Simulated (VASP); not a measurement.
# Band gap of C (Diamond) at several levels of theory

Aim: the gap of C (Diamond) on one structure at many levels of theory. The starting structure is a measured crystal structure from the Crystallography Open Database. Cell and atoms stay as given. Meshes and data sets differ where the inputs say so.

Method: Kohn-Sham DFT with plane waves and PAW; LDA, PBE, r2SCAN, TB-mBJ, HSE06, PBE0 and r2SCAN-EpsX, in VASP 6.6.1.

**1. The structure**

The structure is cubic, space group Fd-3m (No. 227). The conventional cell has a = 3.567 Å, b = 3.567 Å, c = 3.567 Å, α = 90.00°, β = 90.00°, γ = 90.00°. Nearest to C lie 4 C at 1.54 Å.

Coordinates:

```xyz
2
Lattice="0.0000 1.7834 1.7834 1.7834 0.0000 1.7834 1.7834 1.7834 0.0000" Properties=species:S:1:pos:R:3 pbc="T T T"
C     2.6751    2.6751    2.6751
C     1.7834    1.7834    1.7834
```

**2. Bands with LDA**

LDA, the lowest rung, knows the local density alone.

The input, INCAR:

```
SYSTEM = C
PREC = Accurate
ENCUT = 460
EDIFF = 1E-06
NELM = 100
ISMEAR = 0
SIGMA = 0.03
LREAL = .FALSE.
ALGO = Normal
GGA = CA
NBANDS = 16
LORBIT = 11
LWAVE = .FALSE.
LCHARG = .FALSE.
KPAR = 4
LASPH = .TRUE.
```

The input, POSCAR:

```
C
1.0
    0.0000000000      1.7833700000      1.7833700000
    1.7833700000      0.0000000000      1.7833700000
    1.7833700000      1.7833700000      0.0000000000
C
2
Direct
    0.7500000000      0.7500000000      0.7500000000
    0.5000000000      0.5000000000      0.5000000000
```

The input, KPOINTS:

```
Automatic mesh
0
Gamma
10 10 10
0 0 0
```

The input, KPOINTS_OPT:

```
Line mode
10
Line-mode
Reciprocal
  0.00000000   0.00000000   0.00000000 GAMMA
  0.50000000   0.00000000   0.50000000 X

  0.50000000   0.00000000   0.50000000 X
  0.50000000   0.25000000   0.75000000 W

  0.50000000   0.25000000   0.75000000 W
  0.37500000   0.37500000   0.75000000 K

  0.37500000   0.37500000   0.75000000 K
  0.00000000   0.00000000   0.00000000 GAMMA

  0.00000000   0.00000000   0.00000000 GAMMA
  0.50000000   0.50000000   0.50000000 L

  0.50000000   0.50000000   0.50000000 L
  0.62500000   0.25000000   0.62500000 U

  0.62500000   0.25000000   0.62500000 U
  0.50000000   0.25000000   0.75000000 W

  0.50000000   0.25000000   0.75000000 W
  0.50000000   0.50000000   0.50000000 L

  0.50000000   0.50000000   0.50000000 L
  0.37500000   0.37500000   0.75000000 K

  0.62500000   0.25000000   0.62500000 U
  0.50000000   0.00000000   0.50000000 X
```

The projector-augmented-wave data sets are C (LDA family, release 64).

Launch:

```bash
> mpirun -np 4 vasp_std
```

Output:

```text
[banner, memory and clock lines left out]
running    4 mpi-ranks, on    1 nodes
 distrk:  each k-point on    1 cores,    4 groups
 distr:  one band on    1 cores,    1 groups

 POSCAR found type information on POSCAR C
 POSCAR found :  1 types and       2 ions
 LDA part: xc-table for (Slater(with rela. corr.)+CA(PZ))
 , standard interpolation
 POSCAR, INCAR and KPOINTS ok, starting setup
 FFT: planning ... GRIDC
 FFT: planning ... GRID_SOFT
 FFT: planning ... GRID
 WAVECAR not read
 entering main loop
       N       E                     dE             d eps       ncg     rms          rms(c)
DAV:   1     0.116199713263E+01    0.11620E+01   -0.40500E+03  1560   0.435E+02
DAV:   2    -0.207531044473E+02   -0.21915E+02   -0.21250E+02  2016   0.108E+02
DAV:   3    -0.210389787057E+02   -0.28587E+00   -0.28578E+00  1656   0.935E+00
DAV:   4    -0.210392006369E+02   -0.22193E-03   -0.22193E-03  1992   0.336E-01
DAV:   5    -0.210392008418E+02   -0.20489E-06   -0.20491E-06  1696   0.846E-03    0.573E+00
DAV:   6    -0.204455145515E+02    0.59369E+00   -0.20791E-01  1656   0.267E+00    0.332E+00
DAV:   7    -0.202379939826E+02    0.20752E+00   -0.26468E-01  1776   0.298E+00    0.745E-01
DAV:   8    -0.202379596935E+02    0.34289E-04   -0.10362E-02  1688   0.616E-01    0.731E-02
DAV:   9    -0.202379100315E+02    0.49662E-04   -0.57063E-05  1856   0.461E-02    0.234E-02
DAV:  10    -0.202379121563E+02   -0.21248E-05   -0.39802E-06  1872   0.124E-02    0.547E-03
DAV:  11    -0.202379119945E+02    0.16181E-06   -0.24693E-07  1000   0.284E-03
   1 F= -.20237912E+02 E0= -.20237912E+02  d E =-.459592E-69
 Start KPOINTS_OPT (optional k-point list driver)
k-point batch [1-47\100]
       N       E                     dE             ncg
DAV:   1     0.141920736138E+04   -0.12814E+05     1568
DAV:   2     0.485007114032E+03   -0.93420E+03     1984
DAV:   3     0.471576628741E+03   -0.13430E+02     1672
DAV:   4     0.471566348120E+03   -0.10281E-01     2016
DAV:   5     0.471566339062E+03   -0.90575E-05     1656
DAV:   6     0.471566339052E+03   -0.98792E-08     1632
[...]
k-point batch [95-100\100]
       N       E                     dE             ncg
DAV:   1     0.171373582803E+05   -0.24474E+04      200
DAV:   2     0.170071553502E+05   -0.13020E+03      248
DAV:   3     0.170056265731E+05   -0.15288E+01      248
DAV:   4     0.170056256645E+05   -0.90855E-03      256
DAV:   5     0.170056256639E+05   -0.57040E-06      224
```

Wall time 2.2 s (4 MPI ranks of Intel Xeon 6975P-C (Granite Rapids), shared host); peak memory 0.43 GiB.

The logs omit lines about the potential files and the build; timing stands in the text.

Parts of OUTCAR (step 2):

```text
ion  position               nearest neighbor table
   1  0.750  0.750  0.750-   2 1.54   2 1.54   2 1.54   2 1.54
   2  0.500  0.500  0.500-   1 1.54   1 1.54   1 1.54   1 1.54

  LATTYP: Found a face centered cubic cell.
 ALAT       =     3.5667400000

 Subroutine GETGRP returns: Found 48 space group operations
 (whereof 24 operations were pure point group operations)

The static configuration has the point symmetry T_d .
 The point group associated with its full space group is O_h .

 Found     47 irreducible k-points:

   k-points           NKPTS =     47   k-points in BZ     NKDIM =     47   number of bands    NBANDS=     16

   dimension x,y,z NGX =    18 NGY =   18 NGZ =   18
   dimension x,y,z NGXF=    36 NGYF=   36 NGZF=   36

   ENCUT  =  460.0 eV  33.81 Ry    5.81 a.u.   4.41  4.41  4.41*2*pi/ulx,y,z

   NELECT =       8.0000    total number of electrons

 k-points in reciprocal lattice and weights: Automatic mesh
   0.00000000  0.00000000  0.00000000       0.001
   0.10000000  0.00000000  0.00000000       0.008
   0.20000000  0.00000000  0.00000000       0.008
   0.30000000  0.00000000  0.00000000       0.008
   0.40000000  0.00000000  0.00000000       0.008
   0.50000000  0.00000000  0.00000000       0.004
   0.10000000  0.10000000  0.00000000       0.006
   0.20000000  0.10000000  0.00000000       0.024
   0.30000000  0.10000000  0.00000000       0.024
[...]
-0.30000000  0.40000000  0.20000000       0.024
  -0.30000000  0.50000000  0.20000000       0.012

 average (electrostatic) potential at core
       1 -49.5067       2 -49.5067

 E-fermi :  10.0906

 k-point     1 :       0.0000    0.0000    0.0000
  band No.  band energies     occupation
      1     -11.5944      2.00000
      2       9.7235      2.00000
      3       9.7235      2.00000
      4       9.7235      2.00000
      5      15.2711      0.00000
      6      15.2711      0.00000
      7      15.2711      0.00000
      8      23.2800      0.00000
      9      28.7278      0.00000
    ...

 k-point     2 :       0.1000    0.0000    0.0000
  band No.  band energies     occupation
      1     -11.3180      2.00000
      2       8.0671      2.00000
      3       9.2784      2.00000
      4       9.2784      2.00000
      5      15.8535      0.00000
      6      15.8535      0.00000
      7      16.2185      0.00000
      8      23.4696      0.00000
      9      29.1593      0.00000
    ...

 k-point     3 :       0.2000    0.0000    0.0000
  band No.  band energies     occupation
      1     -10.4932      2.00000
      2       4.8891      2.00000
      3       8.4055      2.00000
      4       8.4055      2.00000
      5      16.9734      0.00000
      6      16.9734      0.00000
      7      17.4761      0.00000
      8      23.9939      0.00000
      9      29.9060      0.00000
    ...

  Total       -0.8405044     -0.8405044     -0.8405044      0.0000000     -0.0000000     -0.0000000
  in kB     -118.7124301   -118.7124301   -118.7124301      0.0000000     -0.0000000     -0.0000000
  external PRESSURE =    -118.7124301 kB  Pullay stress =       0.0000000 kB

  energy-cutoff  :      460.00
  volume of cell :       11.34
      direct lattice vectors                 reciprocal lattice vectors
     0.000000000  1.783370000  1.783370000    -0.280368067  0.280368067  0.280368067
     1.783370000  0.000000000  1.783370000     0.280368067 -0.280368067  0.280368067
     1.783370000  1.783370000  0.000000000     0.280368067  0.280368067 -0.280368067

 POSITION                                       TOTAL-FORCE (eV/Angst)
 -----------------------------------------------------------------------------------
      2.67505      2.67505      2.67505        -0.000000     -0.000000     -0.000000
      1.78337      1.78337      1.78337         0.000000      0.000000      0.000000
 -----------------------------------------------------------------------------------
    total drift:                                0.000000     -0.000000      0.000000

  FREE ENERGIE OF THE ION-ELECTRON SYSTEM (eV)
  ---------------------------------------------------
  free  energy   TOTEN  =       -20.2379119945 eV

  energy  without entropy=      -20.2379119945  energy(sigma->0) =      -20.23791199

 total charge
# of ion       s       p       d       tot
------------------------------------------
    1        0.821   1.753   0.000   2.574
    2        0.821   1.753   0.000   2.574
--------------------------------------------------
tot          1.641   3.507   0.000   5.148

[... 3 further parts left out ...]
```

At this level the cell is under a tension of 11.9 GPa, so at these settings it is away from equilibrium.

LDA gives a least gap of 4.115 eV, and a least direct gap of 5.548 eV.

**3. Bands with PBE**

PBE, the usual starting point, adds the gradient of the density.

INCAR: that of step 2 with these lines changed.

```diff
@@ -9,3 +9,3 @@
 ALGO = Normal
-GGA = CA
+GGA = PE
 NBANDS = 16
```

POSCAR is that of step 2.

KPOINTS is that of step 2.

KPOINTS_OPT is that of step 2.

Potentials, in the order of the species: C (PBE family, release 64).

Launch:

```bash
> mpirun -np 4 vasp_std
```

Output:

```text
[banner, memory and clock lines left out]
running    4 mpi-ranks, on    1 nodes
[...]
LDA part: xc-table for (Slater+PW92), standard interpolation
 POSCAR, INCAR and KPOINTS ok, starting setup
[...]
entering main loop
       N       E                     dE             d eps       ncg     rms          rms(c)
DAV:   1     0.350908005549E+01    0.35091E+01   -0.40521E+03  1560   0.435E+02
DAV:   2    -0.185390718212E+02   -0.22048E+02   -0.21384E+02  2016   0.109E+02
DAV:   3    -0.188256498767E+02   -0.28658E+00   -0.28648E+00  1656   0.936E+00
DAV:   4    -0.188258444305E+02   -0.19455E-03   -0.19455E-03  1984   0.313E-01
[...]
DAV:   9    -0.181880698407E+02   -0.16402E-04   -0.30411E-05  1960   0.333E-02    0.240E-02
DAV:  10    -0.181880951265E+02   -0.25286E-04   -0.16717E-05  1704   0.258E-02    0.406E-03
DAV:  11    -0.181880949866E+02    0.13995E-06   -0.13801E-07  1472   0.251E-03
   1 F= -.18188095E+02 E0= -.18188095E+02  d E =-.673579E-47
 Start KPOINTS_OPT (optional k-point list driver)
k-point batch [1-47\100]
       N       E                     dE             ncg
DAV:   1     0.140668528823E+04   -0.12827E+05     1568
DAV:   2     0.461425590089E+03   -0.94526E+03     1984
DAV:   3     0.447862495565E+03   -0.13563E+02     1688
DAV:   4     0.447853152608E+03   -0.93430E-02     2000
DAV:   5     0.447853145466E+03   -0.71422E-05     1680
DAV:   6     0.447853145458E+03   -0.81045E-08     1600
[...]
k-point batch [95-100\100]
       N       E                     dE             ncg
DAV:   1     0.171349821051E+05   -0.24498E+04      200
DAV:   2     0.170035436414E+05   -0.13144E+03      248
DAV:   3     0.170020098462E+05   -0.15338E+01      240
DAV:   4     0.170020090082E+05   -0.83795E-03      256
DAV:   5     0.170020090078E+05   -0.46599E-06      224
```

The job ended after 2.4 s (4 MPI ranks; peak memory 0.45 GiB).

OUTCAR, selected parts (step 3):

```text
  Total        0.1439394      0.1439394      0.1439394     -0.0000000     -0.0000000     -0.0000000
  in kB       20.3299369     20.3299369     20.3299369     -0.0000000     -0.0000000     -0.0000000
  external PRESSURE =      20.3299369 kB  Pullay stress =       0.0000000 kB

 POSITION                                       TOTAL-FORCE (eV/Angst)
 -----------------------------------------------------------------------------------
      2.67505      2.67505      2.67505        -0.000000     -0.000000      0.000000
      1.78337      1.78337      1.78337         0.000000      0.000000     -0.000000
 -----------------------------------------------------------------------------------
    total drift:                                0.000000     -0.000000      0.000000

  FREE ENERGIE OF THE ION-ELECTRON SYSTEM (eV)
  ---------------------------------------------------
  free  energy   TOTEN  =       -18.1880949866 eV

  energy  without entropy=      -18.1880949866  energy(sigma->0) =      -18.18809499

[... 2 parts as in an earlier step ...]

[... 1 further part left out ...]
[key lines of the parts left out:]
E-fermi :  10.0275
```

PBE gives a least gap of 4.149 eV, and a least direct gap of 5.595 eV. The least gap is +0.035 eV from that of LDA.

**4. Bands with r2SCAN**

r2SCAN adds the kinetic-energy density, costs more than a GGA and is run with LASPH.

INCAR: that of step 3 with these lines changed.

```diff
@@ -9,3 +9,4 @@
 ALGO = Normal
-GGA = PE
+METAGGA = R2SCAN
+LASPH = .TRUE.
 NBANDS = 16
@@ -15,2 +16 @@
 KPAR = 4
-LASPH = .TRUE.
```

POSCAR is that of step 3.

KPOINTS is that of step 3.

KPOINTS_OPT is that of step 3.

Launch:

```bash
> mpirun -np 4 vasp_std
```

Output:

```text
[banner, memory and clock lines left out]
running    4 mpi-ranks, on    1 nodes
[...]
|                                                                             |
|               ----> ADVICE to this user running VASP <----                  |
|                                                                             |
|     You enforced a specific xc type in the INCAR file but a different       |
|     [... a line on the potential file left out ...]
|     I HOPE YOU KNOW WHAT YOU ARE DOING!                                     |
|                                                                             |

 LDA part: xc-table for (None), standard interpolation
 POSCAR, INCAR and KPOINTS ok, starting setup
[...]
entering main loop
       N       E                     dE             d eps       ncg     rms          rms(c)
DAV:   1     0.103501256401E+01    0.10350E+01   -0.41650E+03  1560   0.448E+02
DAV:   2    -0.216544423688E+02   -0.22689E+02   -0.22009E+02  2008   0.112E+02
DAV:   3    -0.219484167072E+02   -0.29397E+00   -0.29388E+00  1672   0.960E+00
DAV:   4    -0.219486068056E+02   -0.19010E-03   -0.19010E-03  1984   0.312E-01
[...]
DAV:   8    -0.196604257709E+02   -0.10380E-02   -0.57801E-03  1840   0.493E-01    0.407E-01
DAV:   9    -0.196608153052E+02   -0.38953E-03   -0.15913E-04  1616   0.958E-02    0.215E-02
DAV:  10    -0.196608159943E+02   -0.68908E-06   -0.17966E-06  2000   0.862E-03
   1 F= -.19660816E+02 E0= -.19660816E+02  d E =-.445404E-16
 Start KPOINTS_OPT (optional k-point list driver)
k-point batch [1-47\100]
       N       E                     dE             ncg
DAV:   1     0.124855925341E+04   -0.12985E+05     1576
DAV:   2     0.260994419170E+03   -0.98756E+03     1984
DAV:   3     0.247091407780E+03   -0.13903E+02     1664
DAV:   4     0.247082567015E+03   -0.88408E-02     2016
DAV:   5     0.247082560852E+03   -0.61634E-05     1664
DAV:   6     0.247082560845E+03   -0.65435E-08     1624
[...]
k-point batch [95-100\100]
       N       E                     dE             ncg
DAV:   1     0.171118458091E+05   -0.24729E+04      200
DAV:   2     0.169742728875E+05   -0.13757E+03      248
DAV:   3     0.169726827139E+05   -0.15902E+01      248
DAV:   4     0.169726818980E+05   -0.81598E-03      240
DAV:   5     0.169726818975E+05   -0.42673E-06      248
```

Elapsed: 7.2 s, on 4 MPI ranks; peak memory 0.45 GiB.

OUTCAR, selected parts (step 4):

```text
  Total       -0.0991484     -0.0991484     -0.0991484      0.0000000      0.0000000      0.0000000
  in kB      -14.0036649    -14.0036649    -14.0036649      0.0000000      0.0000000      0.0000000
  external PRESSURE =     -14.0036649 kB  Pullay stress =       0.0000000 kB

  FREE ENERGIE OF THE ION-ELECTRON SYSTEM (eV)
  ---------------------------------------------------
  free  energy   TOTEN  =       -19.6608159943 eV

  energy  without entropy=      -19.6608159943  energy(sigma->0) =      -19.66081599

[... 3 parts as in an earlier step ...]

[... 1 further part left out ...]
[key lines of the parts left out:]
E-fermi :   9.8703
```

r2SCAN gives a least gap of 4.344 eV, and a least direct gap of 5.839 eV. The least gap is +0.229 eV from that of LDA.

**5. Bands with TB-mBJ**

TB-mBJ is a local potential fitted to gaps: it costs far less than a hybrid but gives no energy. Its energies, forces and stress mean nothing.

INCAR: that of step 4 with these lines changed.

```diff
@@ -4,3 +4,3 @@
 EDIFF = 1E-06
-NELM = 100
+NELM = 150
 ISMEAR = 0
@@ -9,3 +9,3 @@
 ALGO = Normal
-METAGGA = R2SCAN
+METAGGA = MBJ
 LASPH = .TRUE.
```

POSCAR is that of step 4.

KPOINTS is that of step 4.

KPOINTS_OPT is that of step 4.

Launch:

```bash
> mpirun -np 4 vasp_std
```

Output:

```text
[banner, memory and clock lines left out]
running    4 mpi-ranks, on    1 nodes
[...]
[... a notice as in an earlier step ...]

 LDA part: xc-table for (None), standard interpolation
 POSCAR, INCAR and KPOINTS ok, starting setup
[...]
entering main loop
       N       E                     dE             d eps       ncg     rms          rms(c)
DAV:   1     0.189109181643E+02    0.18911E+02   -0.40222E+03  1560   0.434E+02
DAV:   2    -0.299806194535E+01   -0.21909E+02   -0.21246E+02  2016   0.108E+02
DAV:   3    -0.327993186979E+01   -0.28187E+00   -0.28178E+00  1648   0.922E+00
DAV:   4    -0.328011107580E+01   -0.17921E-03   -0.17920E-03  1992   0.296E-01
[...]
DAV:  28    -0.135169761374E+01    0.48104E-05   -0.21018E-12   752   0.102E-05    0.926E-06
DAV:  29    -0.135169362059E+01    0.39931E-05   -0.49226E-12   752   0.138E-05    0.593E-07
DAV:  30    -0.135169315237E+01    0.46822E-06   -0.78130E-13   752   0.791E-06
   1 F= -.13516932E+01 E0= -.13516932E+01  d E =-.567601E-17
 Start KPOINTS_OPT (optional k-point list driver)
k-point batch [1-47\100]
       N       E                     dE             ncg
DAV:   1     0.132545741663E+04   -0.12908E+05     1560
DAV:   2     0.347673076530E+03   -0.97778E+03     2000
DAV:   3     0.334099623486E+03   -0.13573E+02     1688
DAV:   4     0.334090550565E+03   -0.90729E-02     2048
DAV:   5     0.334090543112E+03   -0.74527E-05     1664
DAV:   6     0.334090543106E+03   -0.66397E-08     1656
[...]
k-point batch [95-100\100]
       N       E                     dE             ncg
DAV:   1     0.171231080485E+05   -0.24617E+04      200
DAV:   2     0.169886047849E+05   -0.13450E+03      248
DAV:   3     0.169870737539E+05   -0.15310E+01      256
DAV:   4     0.169870728816E+05   -0.87228E-03      240
DAV:   5     0.169870728811E+05   -0.56770E-06      264
```

Elapsed: 7 s, on 4 MPI ranks; peak memory 0.49 GiB; 25 s of CPU time.

Parts of OUTCAR (step 5):

```text
  Total       -5.4883784     -5.4883784     -5.4883784     -0.0000000      0.0000000     -0.0000000
  in kB     -775.1759007   -775.1759007   -775.1759007     -0.0000000      0.0000000     -0.0000000
  external PRESSURE =    -775.1759007 kB  Pullay stress =       0.0000000 kB

  FREE ENERGIE OF THE ION-ELECTRON SYSTEM (eV)
  ---------------------------------------------------
  free  energy   TOTEN  =        -1.3516931524 eV

  energy  without entropy=       -1.3516931524  energy(sigma->0) =       -1.35169315

[... 3 parts as in an earlier step ...]

[... 1 further part left out ...]
[key lines of the parts left out:]
E-fermi :   9.6145
```

TB-mBJ gives a least gap of 4.963 eV, and a least direct gap of 6.623 eV. The least gap is +0.849 eV from that of LDA.

(Continued in part 2 of 2.)

[Lines on the potential files, build, host, timing and source positions are cut from VASP's logs without a mark.]

[Logs are printed without paths, hosts, clocks, repeated set-up lines and the standing remarks that a program may print on its own settings, such as how far it seeks lower states.]

[Hosts, paths, dates, database ids (printed as entryN), source tags and the programs' standing remarks are cut or masked in the printed files.]
